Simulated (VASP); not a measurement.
# Sr2PdS3 (Immm) in VASP: a series of runs

One crystal, Sr2PdS3, is run at these levels: r2SCAN; tasks: single point.

Everything below comes from runs of VASP 6.6.1. Logs are shortened: lines on timing, memory, paths and dates and some standing lists are left out, and cuts for length are marked.

## Step 1: The structure

The structure is orthorhombic, space group Immm (No. 71). Conventional cell: a = 3.949 Å, b = 4.424 Å, c = 14.309 Å, α = 90.00°, β = 90.00°, γ = 90.00°. Sr (site symmetry mm2) has 7 S at 2.79 to 2.97 Å as nearest neighbours. Around Pd (site symmetry mmm) lie 4 S at 2.21 to 2.29 Å. Around S (site symmetry mmm) lie 2 Pd at 2.21 Å. S (site symmetry mm2) has 1 Pd at 2.29 Å as nearest neighbours.

The cell was built by a generator and needn't be a form met in nature.

## Step 2: Single point, r2SCAN

POSCAR

```
Sr2PdS3
1.0
    0.0000000000      3.9493775800      0.0000000000
    4.4241053700      0.0000000000      0.0000000000
    2.2120526800      1.9746892900     -7.1543471300
Sr Pd S
2 1 3
Direct
    0.3550000000      0.3550000000      0.2900000000
    0.6450000000      0.6450000000      0.7100000000
    0.0000000000      0.0000000000      0.0000000000
    0.0000000000      0.5000000000      0.0000000000
    0.1600000000      0.1600000000      0.6800000000
    0.8400000000      0.8400000000      0.3200000000
```

INCAR.step1

```
SYSTEM = Sr2PdS3
  PREC = Accurate
  ENCUT = 520
  ISMEAR = -1
  SIGMA = 0.1
  LREAL = .False.
  LASPH = .True.
  NELM = 80
  NBANDS = 33
  GGA = PE
  ALGO = Normal
  EDIFF = 1E-4
  LWAVE = .True.
  LCHARG = .False.
```

INCAR.step2

```
SYSTEM = Sr2PdS3
  PREC = Accurate
  ENCUT = 520
  EDIFF = 1E-6
  ISMEAR = -1
  SIGMA = 0.1
  LREAL = .False.
  LASPH = .True.
  NELM = 80
  ALGO = Normal
  ISIF = 2
  LWAVE = .False.
  LCHARG = .False.
  METAGGA = R2SCAN
  LMIXTAU = .True.
  NBANDS = 33
  ISTART = 1
```

KPOINTS

```
Automatic mesh
0
Gamma
  5 5 5
  0 0 0
```

Potentials or basis: VASP PAW PBE potentials, release 64 (Sr_sv, Pd, S).

The run is started by

```console
cat potpaw_PBE.64/Sr_sv/POTCAR potpaw_PBE.64/Pd/POTCAR potpaw_PBE.64/S/POTCAR > POTCAR
cp INCAR.step1 INCAR
mpirun -np 1 vasp_std > vasp.out
cp INCAR.step2 INCAR
mpirun -np 1 vasp_std > vasp.out
```

OUTCAR:

```text
SYSTEM = Sr2PdS3
   PREC = Accurate
   ENCUT = 520
   EDIFF = 1E-6
   ISMEAR = -1
   LREAL = .False.
   LASPH = .True.
   NELM = 80
   ISIF = 2
   METAGGA = R2SCAN
   ISTART = 1

 ion  position               nearest neighbor table
   1  0.355  0.355  0.290-   5 2.79   4 2.86   4 2.86   6 2.97   6 2.97   6 2.97   6 2.97   3 3.62
                             3 3.62   3 3.62   3 3.62   2 4.15   2 4.22   2 4.22   2 4.22   2 4.22
   2  0.645  0.645  0.710-   6 2.79   4 2.86   4 2.86   5 2.97   5 2.97   5 2.97   5 2.97   3 3.62
                             3 3.62   3 3.62   3 3.62   1 4.15   1 4.22   1 4.22   1 4.22   1 4.22
   3  0.000  0.000  0.000-   4 2.21   4 2.21   6 2.29   5 2.29   2 3.62   1 3.62   2 3.62   1 3.62
                             1 3.62   2 3.62   1 3.62   2 3.62
   4  0.000  0.500  0.000-   3 2.21   3 2.21   2 2.86   1 2.86   2 2.86   1 2.86
   5  0.160  0.160  0.680-   3 2.29   1 2.79   2 2.97   2 2.97   2 2.97   2 2.97
   6  0.840  0.840  0.320-   3 2.29   2 2.79   1 2.97   1 2.97   1 2.97   1 2.97

  LATTYP: Found a body centered orthorhombic cell.
 ALAT       =     3.9493775800
 B/A-ratio  =     1.1202031916
 C/A-ratio  =     3.6230251401

  Lattice vectors:

 A1 = (   2.2120526900,   1.9746882900,   7.1543471300)
 A2 = (  -2.2120526800,  -1.9746892900,   7.1543471300)
 A3 = (   2.2120526800,  -1.9746882900,  -7.1543471300)

Analysis of symmetry for initial positions (statically):
=====================================================================
 Subroutine PRICEL returns:
 Original cell was already a primitive cell.

 Routine SETGRP: Setting up the symmetry group for a
 body centered orthorhombic supercell.

 Subroutine GETGRP returns: Found  8 space group operations
 (whereof  8 operations were pure point group operations)
 out of a pool of  8 trial point group operations.

The static configuration has the point symmetry D_2h.

Analysis of symmetry for dynamics (positions and initial velocities):
=====================================================================
 Subroutine PRICEL returns:
 Original cell was already a primitive cell.

 Routine SETGRP: Setting up the symmetry group for a
 body centered orthorhombic supercell.

 Subroutine GETGRP returns: Found  8 space group operations
 (whereof  8 operations were pure point group operations)
 out of a pool of  8 trial point group operations.

The dynamic configuration has the point symmetry D_2h.

 Subroutine INISYM returns: Found  8 space group operations
 (whereof  8 operations are pure point group operations),
 and found     1 'primitive' translations

[... 103 lines left out ...]
   LREAL  =      F    real-space projection
   EDIFFG = 0.1E-04   stopping-criterion for IOM
   NSW    =      0    number of steps for IOM
   IBRION =     -1    ionic relax: 0-MD 1-quasi-New 2-CG
   NFREE  =      0    steps in history (QN), initial steepest desc. (CG)
   ISIF   =      2    stress and relaxation
   ISYM   =      2    0-nonsym 1-usesym 2-fastsym
   POTIM  = 0.5000    time-step for ionic-motion
   TEBEG  =    0.0;   TEEND  =   0.0 temperature during run
   PSTRESS=    0.0 pullay stress
   NELECT =      48.0000    total number of electrons
   NUPDOWN=      -1.0000    fix difference up-down
   EMIN   =  10.00;   EMAX   =-10.00  energy-range for DOS
   EFERMI =   0.00;   METHOD = LEGACY
   ISMEAR =    -1;   SIGMA  =   0.10  broadening in eV -4-tet -1-fermi 0-gaus
   EFERMI_NEDOS =   21; number of points for ismear=-14 and -15
   IALGO  =     38    algorithm
   IMIX   =      4    mixing-type and parameters
     AMIX     =   0.40;   BMIX     =  1.00
     AMIX_MAG =   1.60;   BMIX_MAG =  1.00
  volume/ion in A,a.u.               =      20.83       140.59
  Fermi-wavevector in a.u.,A,eV,Ry     =   1.189909  2.248603 19.264274  1.415884
  Thomas-Fermi vector in A             =   2.326006
   LORBIT       =      0    0 simple, 1 ext, 2 COOP (PROOUT), +10 PAW based schemes
   METAGGA = R2SCAN    functional components
   LHFCALC =     F    Hartree Fock is set to
   AEXX    =    0.0000 exact exchange contribution
   IVDW    =     0    specifies the selected vdW correction
   LEPSILON=     F    determine dielectric tensor
   LRPA    =     F    only Hartree local field effects (RPA)
 non-spin polarized calculation
  energy-cutoff  :      520.00
  volume of cell :      125.00
 maximum number of plane-waves:      3381
 NGX is ok and might be reduce to    30
   NGX = 15   NGY = 17   NGZ = 29

 number of electron      47.9999999 magnetization

 Free energy of the ion-electron system (eV)
  ---------------------------------------------------
  ext. energy  EPLUGINS =         0.00000000
  ---------------------------------------------------
  free energy    TOTEN  =       -86.61622265 eV

  energy without entropy =      -86.56033086  energy(sigma->0) =      -86.58827675

 E-fermi :   4.5130     XC(G=0): -10.6842

 val. band max:        4.4660338053   @ k =   0.0000   0.4000   0.2000
 cond. band min:       4.5443716818   @ k =   0.0000   0.0000   0.4000
 fundamental gap:      0.0783378765
 Fermi energy:         4.5130317097

 k-point     1 :       0.0000    0.0000    0.0000
  band No.  band energies     occupation
      1     -30.4801      2.00000
      2     -30.4581      2.00000
      3     -12.4613      2.00000
      4     -11.9992      2.00000
      5     -11.9702      2.00000
      6     -11.9088      2.00000
[... 853 lines left out ...]
     32      11.2803      0.00000
     33      11.3512      0.00000

 [... further k-points ...]
[... 5 lines left out ...]
  --------------------------------------------------------------------------------------
  -------------------------------------------------------------------------------------
  Total       12.5878629      5.8816712     13.0829787     -0.0000000     -0.0000009      0.0000000
  in kB      161.3386654     75.3853920    167.6845652     -0.0000000     -0.0000117      0.0000001
  external PRESSURE =     134.8028742 kB  Pullay stress =       0.0000000 kB

 VOLUME and BASIS-vectors are now :
 -----------------------------------------------------------------------------
  energy-cutoff  :      520.00
  volume of cell :      125.00
      direct lattice vectors                 reciprocal lattice vectors
     0.000000000  3.949377580  0.000000000     0.000000000  0.253204456  0.069887597
     4.424105370  0.000000000  0.000000000     0.226034399  0.000000000  0.069887579
     2.212052680  1.974689290 -7.154347130     0.000000000  0.000000000 -0.139775158

 POSITION                                       TOTAL-FORCE (eV/Angst)
 -----------------------------------------------------------------------------------
      2.21205      1.97469     -2.07476        -0.000000      0.000000     -0.127183
      4.42411      3.94938     -5.07959         0.000000     -0.000000      0.127183
      0.00000      0.00000      0.00000         0.000000      0.000000      0.000000
      2.21205      0.00000      0.00000         0.000000      0.000000      0.000000
      2.21205      1.97469     -4.86496         0.000000     -0.000000      0.615586
      4.42411      3.94938     -2.28939        -0.000000      0.000000     -0.615586
 -----------------------------------------------------------------------------------
    total drift:                                0.000000     -0.000000      0.000000

  FREE ENERGIE OF THE ION-ELECTRON SYSTEM (eV)
  ---------------------------------------------------
  free  energy   TOTEN  =       -86.6162226471 eV

  energy  without entropy=      -86.5603308624  energy(sigma->0) =      -86.58827675
```

OSZICAR.step1:

```text
N       E                     dE             d eps       ncg     rms          rms(c)
DAV:   1     0.296803427153E+03    0.29680E+03   -0.22513E+04  1782   0.133E+03
DAV:   2    -0.786246247028E+01   -0.30467E+03   -0.28817E+03  2091   0.294E+02
DAV:   3    -0.298583527609E+02   -0.21996E+02   -0.21758E+02  2615   0.700E+01
DAV:   4    -0.307757344599E+02   -0.91738E+00   -0.91533E+00  2715   0.128E+01
DAV:   5    -0.307985584653E+02   -0.22824E-01   -0.22821E-01  2427   0.168E+00    0.341E+01
DAV:   6    -0.292865116330E+02    0.15120E+01   -0.11834E+01  1944   0.232E+01    0.209E+01
DAV:   7    -0.291021103906E+02    0.18440E+00   -0.59380E+00  1992   0.195E+01    0.117E+01
DAV:   8    -0.288880080152E+02    0.21410E+00   -0.59649E-01  2200   0.694E+00    0.174E+00
DAV:   9    -0.288762757473E+02    0.11732E-01   -0.13125E-01  2427   0.230E+00    0.639E-01
DAV:  10    -0.288748310195E+02    0.14447E-02   -0.14383E-02  2219   0.700E-01    0.331E-01
DAV:  11    -0.288750298338E+02   -0.19881E-03   -0.15317E-03  2403   0.245E-01    0.155E-01
DAV:  12    -0.288751510644E+02   -0.12123E-03   -0.21798E-04  1898   0.101E-01    0.948E-02
DAV:  13    -0.288752251598E+02   -0.74095E-04   -0.11516E-04  1548   0.619E-02
   1 F= -.28875225E+02 E0= -.28841176E+02  d E =-.680991E-01
```

It took 4.1 min on 1 thread of Intel Xeon Platinum 8488C (Sapphire Rapids), shared host; peak memory 0.32 GiB.

Results:

```
Free energy            : -86.6162 eV
Pressure               : 13.5 GPa
Largest force          : 0.616 eV/Å
Band gap on the k mesh : none (metal or under the smearing width)
```

Forces in eV/Å, atoms in the order of the input:
```
Sr   0.000  0.000 -0.127
Sr   0.000  0.000  0.127
Pd   0.000  0.000  0.000
S    0.000  0.000  0.000
S    0.000  0.000  0.616
S    0.000  0.000 -0.616
```

Caveat: the PAW data sets were made with another functional, which shifts forces and pressure a little.

## Step 3: Single point, r2SCAN, collinear spin, zero start

POSCAR is that of step 2.

INCAR.step1

```
ALGO     = Normal         # electronic algorithm
EDIFF    = 1E-4           # SCF threshold, eV
ENCUT    = 520            # plane-wave cutoff, eV
GGA      = PE             # functional
ISMEAR   = -1             # smearing method
ISPIN    = 2              # spin polarisation
LASPH    = True           # aspherical terms in the spheres
LCHARG   = False          # write CHGCAR
LMAXMIX  = 4              # l up to which the mixer works
LREAL    = False          # projectors in reciprocal space
LWAVE    = True           # write WAVECAR
MAGMOM   = 0 0 0 0 0 0    # initial moments
NBANDS   = 37             # bands
NELM     = 150            # most SCF steps
PREC     = Accurate       # precision mode
SIGMA    = 0.1            # smearing width, eV
```

INCAR.step2

```
ALGO     = Normal         # electronic algorithm
EDIFF    = 1E-7           # SCF threshold, eV
ENCUT    = 520            # plane-wave cutoff, eV
ISIF     = 2              # what is computed and relaxed
ISMEAR   = -1             # smearing method
ISPIN    = 2              # spin polarisation
ISTART   = 1            
LASPH    = True           # aspherical terms in the spheres
LCHARG   = False          # write CHGCAR
LMAXMIX  = 4              # l up to which the mixer works
LMIXTAU  = True         
LORBIT   = 11             # projections on sites
LREAL    = False          # projectors in reciprocal space
LWAVE    = False          # write WAVECAR
MAGMOM   = 0 0 0 0 0 0    # initial moments
METAGGA  = R2SCAN         # meta-GGA
NBANDS   = 37             # bands
NELM     = 150            # most SCF steps
PREC     = Accurate       # precision mode
SIGMA    = 0.1            # smearing width, eV
```

KPOINTS

```
k-points
0
Gamma
  5 5 5
```

Potentials or basis: VASP PAW PBE potentials, release 64 (Sr_sv, Pd, S).

The run is started by

```console
cat potpaw_PBE.64/Sr_sv/POTCAR potpaw_PBE.64/Pd/POTCAR potpaw_PBE.64/S/POTCAR > POTCAR
cp INCAR.step1 INCAR
mpirun -np 1 vasp_std > vasp.out
cp INCAR.step2 INCAR
mpirun -np 1 vasp_std > vasp.out
```

It took 10 min on 1 thread of Intel Xeon Platinum 8488C (Sapphire Rapids), shared host; peak memory 0.44 GiB.

It converged, with:

- Free energy: -86.6162 eV
- Pressure: 13.5 GPa
- Largest force: 0.616 eV/Å
- Band gap on the k mesh: none (metal or under the smearing width)
- Net moment: 0.00 μB per cell
- Valence electrons inside the program's atomic spheres: Sr 8.16; Pd 9.85; S 3.86, 3.82

Forces in eV/Å, atoms in the order of the input:
```
Sr   0.000  0.000 -0.127
Sr   0.000  0.000  0.127
Pd   0.000  0.000  0.000
S    0.000  0.000  0.000
S    0.000  0.000  0.616
S    0.000  0.000 -0.616
```

Stress tensor (GPa, compression positive):
```
16.12  0.00  0.00
 0.00  7.52  0.00
 0.00  0.00 16.76
```

Levels at points of the mesh, in eV from the Fermi level:
Spin up:
```tsv
k point	band 21	band 22	band 23	band 24	band 25	band 26	band 27	band 28
(0.00, 0.00, 0.00)	-0.92	-0.79	-0.64	-0.49	-0.46	2.62	3.39	4.99
```
Spin down:
```tsv
k point	band 22	band 23	band 24	band 25	band 26	band 27
(0.00, 0.00, 0.00)	-0.79	-0.64	-0.49	-0.46	2.62	3.39
```

Caveat: the PAW data sets were made with another functional, which shifts forces and pressure a little.

## Step 4: Single point, r2SCAN

POSCAR is that of step 3.

INCAR.step1

```
PREC = Accurate
ENCUT = 520
ISMEAR = -1
SIGMA = 0.1
LREAL = False
LASPH = True
NELM = 60
NBANDS = 33
GGA = PE
ALGO = Normal
EDIFF = 1E-4
LWAVE = True
LCHARG = False
```

INCAR.step2

```
PREC = Accurate
ENCUT = 520
EDIFF = 1E-7
ISMEAR = -1
SIGMA = 0.1
LREAL = False
LASPH = True
NELM = 60
ALGO = Normal
ISIF = 2
LWAVE = False
LCHARG = False
METAGGA = R2SCAN
LMIXTAU = True
NBANDS = 33
ISTART = 1
```

KPOINTS

```
Automatic mesh
0
Gamma
  5 5 5
```

The run is started by

```console
cat potpaw_PBE.64/Sr_sv/POTCAR potpaw_PBE.64/Pd/POTCAR potpaw_PBE.64/S/POTCAR > POTCAR
cp INCAR.step1 INCAR
mpirun -np 1 vasp_std > vasp.out
cp INCAR.step2 INCAR
mpirun -np 1 vasp_std > vasp.out
```

Run time: 4.6 min. Hardware: 1 thread of Intel Xeon Platinum 8488C (Sapphire Rapids), shared host; peak memory 0.32 GiB.

The run converged. Its results:

```
Free energy            : -86.6162 eV
Pressure               : 13.5 GPa
Largest force          : 0.616 eV/Å
Band gap on the k mesh : none (metal or under the smearing width)
```

Forces in eV/Å, atoms in the order of the input:
```
Sr   0.000  0.000 -0.127
Sr   0.000  0.000  0.127
Pd   0.000  0.000  0.000
S    0.000  0.000  0.000
S    0.000  0.000  0.616
S    0.000  0.000 -0.616
```

Stress tensor (GPa, compression positive):
```
16.12  0.00  0.00
 0.00  7.52  0.00
 0.00  0.00 16.76
```

Levels at points of the mesh, in eV from the Fermi level:
```csv
k point,band 22,band 23,band 24,band 25,band 26,band 27
"(0.00, 0.00, 0.00)",-0.79,-0.64,-0.49,-0.46,2.62,3.39
```

Caveat: the PAW data sets were made with another functional, which shifts forces and pressure a little.
